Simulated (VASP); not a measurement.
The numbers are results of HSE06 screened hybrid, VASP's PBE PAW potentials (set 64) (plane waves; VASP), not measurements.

Input for VASP

KPOINTS:
```
Automatic mesh
0
Gamma
1 1 1
0 0 0
```

### POSCAR
```
BiSi62
10.9370750
  0.9999999726   0.0000000000   0.0000000000
  0.0000000000   0.9999999726   0.0000000000
  0.0000000000   0.0000000000   0.9999999726
Si Bi
62 1
direct
  0.5002885732   0.0000723128   0.9996866212
  0.6213708112   0.1281841744   0.1280144664
  0.7479615605   0.2520147320   0.0032091432
  0.8717325957   0.3786146424   0.1280461506
  0.7479044712   0.0033778937   0.2519390928
  0.8714989781   0.1284841071   0.3784798874
  0.9993418489   0.0005997979   0.0003624237
  0.1220037357   0.1266568081   0.1265199861
  0.2480602505   0.2503989052   0.0004767636
  0.3726966685   0.3761784049   0.1249676656
  0.4995427145   0.5004531912   0.0009760566
  0.6239197995   0.6271914777   0.1250267641
  0.7496247145   0.7519168616   0.0005778130
  0.8733005046   0.8779917650   0.1265854767
  0.2481744753   0.0004927095   0.2499867673
  0.3726337181   0.1250175302   0.3759084627
  0.4927217955   0.2511105973   0.2510062702
  0.7488116164   0.5071083286   0.2511769421
  0.8749724630   0.6273325777   0.3759953425
  0.4995471807   0.0010775175   0.5003117642
  0.6238126354   0.1249622805   0.6272780765
  0.7485909051   0.2514164992   0.5073222771
  0.8750276038   0.3760641158   0.6273628232
  0.7497771200   0.0005000736   0.7517298538
  0.8732329034   0.1267106344   0.8777291783
  0.9999321429   0.4996796807   0.9997780798
  0.1224164869   0.6262391053   0.1242128445
  0.2499217115   0.7500628653   0.9994523690
  0.3737080191   0.8775933317   0.1241039634
  0.9965934176   0.2520609516   0.2518539737
  0.1237811928   0.3756344375   0.3755500318
  0.2468419056   0.5010654285   0.2486314102
  0.3734440750   0.6265512702   0.3660299502
  0.4989355645   0.7531191555   0.2484768670
  0.6243075076   0.8761548621   0.3755803415
  0.9998463503   0.0001703204   0.4992797046
  0.1224267825   0.1242121677   0.6261634591
  0.2468299101   0.2485999401   0.5009589272
  0.3737279312   0.3660626120   0.6261256618
  0.6340295298   0.6261459758   0.6261033447
  0.7514048001   0.7531596026   0.5009906330
  0.8757517484   0.8776632598   0.6261317250
  0.2498923663   0.9994823790   0.7500044588
  0.3734075882   0.1244560791   0.8774489998
  0.4989126279   0.2486056829   0.7530559363
  0.6243222341   0.3756418351   0.8761404342
  0.7514741399   0.5010483035   0.7531762544
  0.8755980047   0.6265552869   0.8775324175
  0.9994105162   0.7517940698   0.2500018834
  0.1252052722   0.8747580680   0.3752260244
  0.9989209449   0.5004135048   0.5003647054
  0.1257201847   0.6245570578   0.6244709455
  0.2520905321   0.7479008551   0.4986237029
  0.3754124419   0.8742588751   0.6244472736
  0.9995153355   0.2500970000   0.7517334819
  0.1253338189   0.3756005832   0.8744512324
  0.2523424494   0.4988157436   0.7475349085
  0.3754580060   0.6245611440   0.8741217056
  0.5011404746   0.7476370737   0.7474950472
  0.6243889559   0.8745845559   0.8744684636
  0.0005116335   0.7500996580   0.7499582350
  0.1246916913   0.8752881836   0.8752359981
  0.5491120627   0.4509811555   0.4508655366
```

**INCAR**
```
SYSTEM = BiSi62
PREC = Normal; ENCUT = 400; LREAL = Auto
LASPH = .TRUE.; ISYM = 0; NELECT = 254.0
EDIFF = 1E-5; NELM = 50; NELMIN = 4
ALGO = Normal; LMAXMIX = 4
ISMEAR = 0; SIGMA = 0.05
GGA = PE; LHFCALC = .TRUE.; AEXX = 0.25
HFSCREEN = 0.2; PRECFOCK = Fast
ISPIN = 2; MAGMOM = 63*0.0317; NUPDOWN = 2
ISIF = 0
LWAVE = .FALSE.; LCHARG = .FALSE.; LORBIT = 10
```

POTCAR, in this order: Si Bi (PBE.64 set). Program: vasp_gam. Read from the step before: WAVECAR.

The resulting files:

**OUTCAR**
```
 ion  position               nearest neighbor table
   1  0.500  0.000  1.000-  29 2.36  44 2.36  60 2.37   2 2.38
   2  0.621  0.128  0.128-  17 2.37   3 2.37   5 2.37   1 2.38
   3  0.748  0.252  0.003-  46 2.36   4 2.37   2 2.37  25 2.37
   4  0.872  0.379  0.128-  18 2.37   3 2.37  30 2.37  26 2.38
   5  0.748  0.003  0.252-  35 2.36   6 2.37   2 2.37  14 2.38
   6  0.871  0.128  0.378-  22 2.37   5 2.37  30 2.37  36 2.38
   7  0.999  0.001  0.000-  25 2.37  14 2.37   8 2.37  62 2.37
   8  0.122  0.127  0.127-   7 2.37  15 2.37   9 2.37  30 2.38
   9  0.248  0.250  0.000-  56 2.36  44 2.36  10 2.37   8 2.37
  10  0.373  0.376  0.125-  17 2.34  32 2.36   9 2.37  11 2.37
  11  0.500  0.500  0.001-  46 2.36  58 2.37  10 2.37  12 2.37
  12  0.624  0.627  0.125-  18 2.34  34 2.36  13 2.37  11 2.37
  13  0.750  0.752  0.001-  60 2.36  48 2.36  12 2.37  14 2.37
  14  0.873  0.878  0.127-   7 2.37  49 2.37  13 2.37   5 2.38
  15  0.248  0.000  0.250-  50 2.36  29 2.36  16 2.37   8 2.37
  16  0.373  0.125  0.376-  17 2.34  38 2.36  15 2.37  20 2.37
  17  0.493  0.251  0.251-  16 2.34  10 2.34   2 2.37  63 3.15
  18  0.749  0.507  0.251-  12 2.34  19 2.34   4 2.37  63 3.15
  19  0.875  0.627  0.376-  18 2.34  41 2.36  49 2.37  51 2.37
  20  0.500  0.001  0.500-  35 2.36  54 2.37  21 2.37  16 2.37
  21  0.624  0.125  0.627-  22 2.34  45 2.36  24 2.37  20 2.37
  22  0.749  0.251  0.507-  23 2.34  21 2.34   6 2.37  63 3.15
  23  0.875  0.376  0.627-  22 2.34  47 2.36  55 2.37  51 2.37
  24  0.750  0.001  0.752-  60 2.36  42 2.36  21 2.37  25 2.37
...
```

### OSZICAR
```
       N       E                     dE             d eps       ncg     rms          rms(c)
DAV:   1    -0.379397646757E+03   -0.37940E+03   -0.12396E+01   656   0.800E+00    0.193E+01
DAV:   2    -0.379538021456E+03   -0.14037E+00   -0.41335E-01   736   0.125E+00    0.125E+01
DAV:   3    -0.379533473247E+03    0.45482E-02   -0.32913E-02   720   0.297E-01    0.737E+00
DAV:   4    -0.379528535077E+03    0.49382E-02   -0.70253E-03   704   0.141E-01    0.425E+00
DAV:   5    -0.379526449704E+03    0.20854E-02   -0.17664E-03   712   0.747E-02    0.243E+00
DAV:   6    -0.379525686770E+03    0.76293E-03   -0.55065E-04   728   0.413E-02    0.139E+00
DAV:   7    -0.379525437926E+03    0.24884E-03   -0.17059E-04   760   0.228E-02    0.794E-01
DAV:   8    -0.379525359775E+03    0.78151E-04   -0.54095E-05   696   0.134E-02    0.455E-01
DAV:   9    -0.379525339501E+03    0.20273E-04   -0.18680E-05   464   0.844E-03    0.260E-01
DAV:  10    -0.379525336474E+03    0.30269E-05   -0.82882E-06   400   0.594E-03
   1 F= -.37952534E+03 E0= -.37952534E+03  d E =-.677342E-12  mag=     2.0000
```

File OUTCAR:
```
------------------------ aborting loop because EDIFF is reached ----------------------------------------
  volume of cell :     1308.29
      direct lattice vectors                 reciprocal lattice vectors
    10.937074700  0.000000000  0.000000000     0.091432127  0.000000000  0.000000000
     0.000000000 10.937074700  0.000000000     0.000000000  0.091432127  0.000000000
     0.000000000  0.000000000 10.937074700     0.000000000  0.000000000  0.091432127
 POSITION                                       TOTAL-FORCE (eV/Angst)
 -----------------------------------------------------------------------------------
      5.47169      0.00079     10.93365        -0.023149      0.055215      0.055159
      6.79598      1.40196      1.40010        -0.017835     -0.011814     -0.006801
      8.18051      2.75630      0.03510         0.013746     -0.015081      0.017075
      9.53420      4.14094      1.40045         0.014792      0.016607     -0.009100
      8.17989      0.03694      2.75548         0.014108      0.015320     -0.017198
      9.53165      1.40524      4.13946         0.011445     -0.009018      0.018165
     10.92988      0.00656      0.00396        -0.026441      0.025385      0.030442
      1.33436      1.38525      1.38376         0.036958      0.018562      0.012960
      2.71305      2.73863      0.00521         0.009696      0.011651      0.020261
      4.07621      4.11429      1.36678        -0.029766     -0.074158      0.023955
      5.46354      5.47349      0.01068        -0.031636      0.035029      0.011296
      6.82386      6.85964      1.36743         0.068931      0.032391      0.020731
      8.19870      8.22377      0.00632        -0.012840     -0.012373      0.010347
      9.55135      9.60266      1.38447        -0.017458     -0.032950      0.011877
      2.71430      0.00539      2.73412         0.008782      0.022725      0.017693
      4.07552      1.36733      4.11134        -0.028434      0.021643     -0.064748
      5.38894      2.74642      2.74527        -0.038805     -0.066879     -0.073532
      8.18981      5.54628      2.74714         0.067180      0.042086     -0.066386
      9.56964      6.86118      4.11229        -0.023864      0.025760     -0.071697
      5.46358      0.01178      5.47195        -0.040494      0.008871      0.035850
      6.82269      1.36672      6.86059         0.076533      0.026159      0.025201
      8.18739      2.74976      5.54862         0.064930     -0.069773      0.040214
      9.57024      4.11304      6.86151        -0.020474     -0.068503      0.024603
      8.20037      0.00547      8.22173        -0.018089      0.011351     -0.015592
      9.55061      1.38584      9.59979        -0.007278      0.009122     -0.032359
     10.93633      5.46503     10.93465        -0.055443      0.021181      0.055006
      1.33888      6.84922      1.35853         0.044421     -0.031963     -0.009664
      2.73341      8.20349     10.93109         0.006082     -0.011021      0.022764
      4.08727      9.59830      1.35733         0.039385     -0.045806     -0.002739
     10.89982      2.75681      2.75455        -0.016784     -0.015803     -0.015489
      1.35380      4.10834      4.10742         0.023316     -0.008087     -0.002931
      2.69973      5.48019      2.71930         0.000144      0.056095     -0.055973
      4.08439      6.85264      4.00330         0.073879     -0.066733      0.055447
      5.45690      8.23692      2.71761        -0.059394      0.000780     -0.046632
      6.82810      9.58257      4.10775         0.008111     -0.026220     -0.008863
     10.93539      0.00186      5.46066        -0.052865      0.054435      0.029513
      1.33899      1.35852      6.84840         0.039975     -0.004313     -0.033906
      2.69960      2.71896      5.47903         0.001699     -0.051365      0.049330
      4.08749      4.00365      6.84798         0.061409      0.065207     -0.056446
      6.93443      6.84821      6.84774        -0.071524     -0.053235     -0.048827
      8.21817      8.23736      5.47937         0.050647     -0.000556      0.048199
      9.57816      9.59907      6.84805         0.003033     -0.047372     -0.027268
      2.73309     10.93141      8.20285         0.005189      0.025027     -0.011226
      4.08399      1.36119      9.59673         0.046082     -0.003152     -0.041375
      5.45664      2.71902      8.23623        -0.057954     -0.048526      0.000980
      6.82826      4.10842      9.58241         0.004638     -0.003407     -0.030399
      8.21893      5.48000      8.23754         0.043939      0.054185     -0.003773
      9.57648      6.85268      9.59764         0.002913     -0.036224     -0.044167
     10.93063      8.22243      2.73429        -0.014866     -0.012465      0.019355
      1.36938      9.56729      4.10388         0.034959     -0.036341      0.007645
     10.92527      5.47306      5.47253        -0.012234      0.035645      0.036228
      1.37501      6.83083      6.82989         0.044808      0.007441     -0.000140
      2.75713      8.17985      5.45348        -0.024596      0.021544     -0.015732
      4.10591      9.56183      6.82963        -0.006782     -0.038696      0.002408
     10.93177      2.73533      8.22177        -0.012685      0.021858     -0.013960
      1.37079      4.10797      9.56394         0.033412      0.007942     -0.032168
      2.75989      5.45559      8.17585        -0.021934     -0.026456      0.024488
      4.10641      6.83087      9.56033        -0.010291      0.005990     -0.036291
      5.48101      8.17696      8.17541         0.036625      0.016109      0.019258
      6.82899      9.56540      9.56413        -0.009483     -0.031871     -0.033925
      0.00560      8.20390      8.20235        -0.030466     -0.002035     -0.006465
      1.36376      9.57309      9.57252         0.016078     -0.018317     -0.018024
      6.00568      4.93241      4.93115        -0.213980      0.209197      0.207348
 -----------------------------------------------------------------------------------
    total drift:                               -0.048503      0.042036      0.040119
  FREE ENERGIE OF THE ION-ELECTRON SYSTEM (eV)
  ---------------------------------------------------
  free  energy   TOTEN  =      -379.5253364743 eV

  energy  without entropy=     -379.5253364743  energy(sigma->0) =     -379.52533647

  exchange ACFDT corr.  =         0.00000000  see jH, gK, PRB 81, 115126

 total charge

# of ion       s       p       d       tot
------------------------------------------
    1        0.753   0.962   0.000   1.715
    2        0.748   0.957   0.000   1.705
    3        0.748   0.966   0.000   1.715
    4        0.748   0.957   0.000   1.705
    5        0.748   0.966   0.000   1.714
    6        0.748   0.957   0.000   1.705
    7        0.749   0.965   0.000   1.714
    8        0.749   0.964   0.000   1.713
    9        0.753   0.962   0.000   1.715
   10        0.750   0.965   0.000   1.715
   11        0.750   0.966   0.000   1.716
   12        0.750   0.965   0.000   1.715
   13        0.753   0.962   0.000   1.715
   14        0.749   0.964   0.000   1.713
   15        0.753   0.963   0.000   1.716
   16        0.750   0.964   0.000   1.714
   17        0.777   0.915   0.000   1.693
   18        0.777   0.915   0.000   1.692
   19        0.750   0.964   0.000   1.714
   20        0.750   0.966   0.000   1.716
   21        0.750   0.965   0.000   1.715
   22        0.777   0.915   0.000   1.692
   23        0.750   0.965   0.000   1.715
   24        0.753   0.962   0.000   1.716
   25        0.749   0.964   0.000   1.713
...
```
(Selected blocks of OUTCAR.)

The cell is charged, with a uniform compensating background. The supercell is sampled at Γ alone, which is coarse: total energies, pressure and levels can be off, energies of defects by several tenths of an eV.

The cell is a supercell with a defect, built from Si (diamond): Bi_Si-vac_Si, charge -1. The cell's shape comes from a PBE relaxation.
